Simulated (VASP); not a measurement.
Method: r2SCAN meta-GGA with spin-orbit coupling, VASP's PBE PAW potentials (set 64) (plane waves; VASP).

The input files of a VASP run:

### KPOINTS_OPT
```
k-points along high-symmetry lines
8
Line-mode
Reciprocal
  0.000000   0.000000   0.000000 ! GAMMA
  0.500000   0.000000   0.500000 ! X

  0.500000   0.000000   0.500000 ! X
  0.625000   0.250000   0.625000 ! U

  0.375000   0.375000   0.750000 ! K
  0.000000   0.000000   0.000000 ! GAMMA

  0.000000   0.000000   0.000000 ! GAMMA
  0.500000   0.500000   0.500000 ! L

  0.500000   0.500000   0.500000 ! L
  0.500000   0.250000   0.750000 ! W

  0.500000   0.250000   0.750000 ! W
  0.500000   0.000000   0.500000 ! X
```

INCAR:
```
LASPH=.True.
MAGMOM=9*0
LMAXMIX=4
LWAVE=.False.
GGA_COMPAT=.False.
EDIFF=1E-6   ! SCF stop (eV)
LSORBIT=.True.
METAGGA=R2SCAN
PREC=Accurate
NELM=100
ISMEAR=0
LMIXTAU=.True.
LCHARG=.False.
ALGO=Normal   ! blocked Davidson
SYSTEM=CdF2
LREAL=.False.   ! projection in real space or not
SIGMA=0.05   ! width (eV)
ENCUT=520
```

### KPOINTS
```
Regular mesh
0
gamma
  6 6 6
```

**POSCAR**
```
CdF2
1
   -0.0000000000     2.7016787717     2.7016787717
    2.7016787717     0.0000000000     2.7016787717
    2.7016787717     2.7016787717    -0.0000000000
Cd F
1 2
Direct
  0.0000000000   0.0000000000   0.0000000000
  0.2500000000   0.2500000000   0.2500000000
  0.7500000000   0.7500000000   0.7500000000
```

POTCAR, in this order: Cd F (PBE.64 set). Program: vasp_ncl.

What VASP printed:

### OUTCAR
```
 ion  position               nearest neighbor table
   1  0.000  0.000  0.000-   3 2.34   3 2.34   3 2.34   2 2.34   3 2.34   2 2.34   2 2.34   2 2.34
  LATTYP: Found a face centered cubic cell.
 ALAT       =     5.4033575434
 Subroutine PRICEL returns:
 Original cell was already a primitive cell.
 Subroutine GETGRP returns: Found 48 space group operations
The static configuration has the point symmetry O_h .
The dynamic configuration has the point symmetry O_h .
The overall configuration has the point symmetry O_h .
 Subroutine INISYM returns: Found 48 space group operations
 Subroutine IBZKPT returns following result:
 Found     16 irreducible k-points:

 Following reciprocal coordinates:
            Coordinates               Weight
  0.000000  0.000000  0.000000      1.000000
  0.166667  0.000000  0.000000      8.000000
  0.333333  0.000000  0.000000      8.000000
  0.500000  0.000000  0.000000      4.000000
  0.166667  0.166667  0.000000      6.000000
  0.333333  0.166667  0.000000     24.000000
  0.500000  0.166667  0.000000     24.000000
 -0.333333  0.166667  0.000000     24.000000
 -0.166667  0.166667  0.000000     12.000000
...
```

File OSZICAR:
```
       N       E                     dE             d eps       ncg     rms          rms(c)
DAV:   1     0.212403054234E+03    0.21240E+03   -0.15219E+04  1096   0.159E+03
DAV:   2    -0.284808156629E+02   -0.24088E+03   -0.23168E+03  1182   0.427E+02
DAV:   3    -0.430762191385E+02   -0.14595E+02   -0.14525E+02  1196   0.115E+02
DAV:   4    -0.431841653371E+02   -0.10795E+00   -0.10788E+00  1142   0.101E+01
DAV:   5    -0.431845543320E+02   -0.38899E-03   -0.38893E-03  1204   0.592E-01    0.892E+00
DAV:   6    -0.334533622295E+02    0.97312E+01   -0.48199E+00  1108   0.505E+01    0.103E+01
DAV:   7    -0.334108119637E+02    0.42550E-01   -0.25234E+00  1114   0.177E+01    0.490E+00
DAV:   8    -0.346499125383E+02   -0.12391E+01   -0.61762E-01  1088   0.113E+01    0.248E+00
DAV:   9    -0.332258199044E+02    0.14241E+01   -0.37249E-01  1088   0.719E+00    0.940E-01
DAV:  10    -0.337384724085E+02   -0.51265E+00   -0.27436E-01  1096   0.516E+00    0.212E-01
DAV:  11    -0.337234952125E+02    0.14977E-01   -0.17228E-02  1098   0.154E+00    0.163E-01
DAV:  12    -0.337252842100E+02   -0.17890E-02   -0.22895E-02  1096   0.184E+00    0.202E-01
DAV:  13    -0.337431085687E+02   -0.17824E-01   -0.37175E-03  1096   0.745E-01    0.542E-02
DAV:  14    -0.337431345896E+02   -0.26021E-04   -0.27926E-04  1148   0.214E-01    0.349E-02
DAV:  15    -0.337431622182E+02   -0.27629E-04   -0.17385E-05  1124   0.496E-02    0.212E-02
DAV:  16    -0.337432402520E+02   -0.78034E-04   -0.65686E-05  1090   0.935E-02    0.106E-02
DAV:  17    -0.337432421443E+02   -0.18923E-05   -0.38414E-06  1104   0.232E-02    0.305E-03
DAV:  18    -0.337432427712E+02   -0.62690E-06   -0.13549E-07   710   0.471E-03
   1 F= -.33743243E+02 E0= -.33743243E+02  d E =-.684157E-15  mag=    -0.0000    -0.0000    -0.0000
       N       E                     dE             ncg
       N       E                     dE             ncg
       N       E                     dE             ncg
```

**OUTCAR**
```
------------------------ aborting loop because EDIFF is reached ----------------------------------------
  FORCE on cell =-STRESS in cart. coord.  units (eV):
  Direction    XX          YY          ZZ          XY          YZ          ZX
  --------------------------------------------------------------------------------------
  Total        0.0038387      0.0038387      0.0038387      0.0000000      0.0000000      0.0000000
  in kB        0.1559425      0.1559425      0.1559425      0.0000000      0.0000000      0.0000000
  external PRESSURE =       0.1559425 kB  Pullay stress =       0.0000000 kB
  volume of cell :       39.44
      direct lattice vectors                 reciprocal lattice vectors
     0.000000000  2.701678772  2.701678772    -0.185070115  0.185070115  0.185070115
     2.701678772  0.000000000  2.701678772     0.185070115 -0.185070115  0.185070115
     2.701678772  2.701678772  0.000000000     0.185070115  0.185070115 -0.185070115
 POSITION                                       TOTAL-FORCE (eV/Angst)
 -----------------------------------------------------------------------------------
      0.00000      0.00000      0.00000        -0.000000     -0.000000      0.000000
      1.35084      1.35084      1.35084         0.000000      0.000000      0.000000
      4.05252      4.05252      4.05252        -0.000000     -0.000000     -0.000000
 -----------------------------------------------------------------------------------
    total drift:                                0.000000      0.000000      0.000000
  FREE ENERGIE OF THE ION-ELECTRON SYSTEM (eV)
  ---------------------------------------------------
  free  energy   TOTEN  =       -33.7432427712 eV

  energy  without entropy=      -33.7432427712  energy(sigma->0) =      -33.74324277

 Ion:    1  E_soc:     -0.0435378

 Ion:    2  E_soc:     -0.0004997

 Ion:    3  E_soc:     -0.0004997
```
(Selected blocks of OUTCAR.)

File OUTCAR:
```
 val. band max:       -1.9473729968   @ k =  -0.3333   0.5000   0.1667

 cond. band min:       1.7874753275   @ k =   0.0000   0.0000   0.0000


 Fermi energy:        -1.6806332384

 k-point     1 :       0.0000    0.0000    0.0000
  band No.  band energies     occupation
      1     -23.8241      1.00000
      2     -23.8241      1.00000
      3     -22.7808      1.00000
      4     -22.7808      1.00000
      5      -7.6851      1.00000
      6      -7.6851      1.00000
      7      -7.6851      1.00000
      8      -7.6851      1.00000
      9      -7.3663      1.00000
     10      -7.3663      1.00000
     11      -6.2908      1.00000
     12      -6.2908      1.00000
     13      -6.2908      1.00000
     14      -6.2908      1.00000
     15      -2.9531      1.00000
     16      -2.9531      1.00000
     17      -2.8729      1.00000
     18      -2.8729      1.00000
     19      -2.8729      1.00000
     20      -2.8729      1.00000
     21      -2.4757      1.00000
     22      -2.4757      1.00000
     23      -2.4757      1.00000
     24      -2.4757      1.00000
     25      -2.3622      1.00000
     26      -2.3622      1.00000
     27       1.7875      0.00000
     28       1.7875      0.00000
     29      11.2604      0.00000
     30      11.2604      0.00000
     31      11.8122      0.00000
     32      11.8122      0.00000
     33      11.8122      0.00000
     34      11.8122      0.00000

 k-point     2 :       0.1667    0.0000    0.0000
  band No.  band energies     occupation
      1     -23.7432      1.00000
      2     -23.7432      1.00000
      3     -22.8529      1.00000
      4     -22.8529      1.00000
      5      -7.6109      1.00000
      6      -7.6109      1.00000
      7      -7.4796      1.00000
      8      -7.4796      1.00000
      9      -7.1835      1.00000
     10      -7.1835      1.00000
     11      -6.3247      1.00000
     12      -6.3247      1.00000
     13      -6.2867      1.00000
     14      -6.2867      1.00000
...
```

The compound is CdF2 in the fluorite structure. It was relaxed first.
